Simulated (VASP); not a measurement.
Input:

```
SrTiO3
1.0
    3.93053     0.00000     0.00000
    0.00000     3.93053     0.00000
    0.00000     0.00000     3.93053
Sr Ti O
1 1 3
Direct
  0.00000   0.00000   0.00000
  0.50000   0.50000   0.50000
  0.50000   0.00000   0.50000
  0.00000   0.50000   0.50000
  0.50000   0.50000   0.00000
```

Computed with PBE GGA, VASP's PBE PAW potentials (set 64) (plane waves; VASP). Run with 450 eV cut-off, 5×5×5 Γ-centred mesh, Gaussian smearing of 0.050 eV, potentials Sr_sv Ti_sv O.

What does the run give for the energy per atom (σ→0)?

```json
{
 "energy per atom (σ→0)": "-8.021 eV/atom"
}
```

Only differences to runs with the same potentials and settings are physical.

The compound is SrTiO3 in the cubic perovskite structure, the ideal cubic form; the compound distorts at low or room temperature. It was relaxed first.
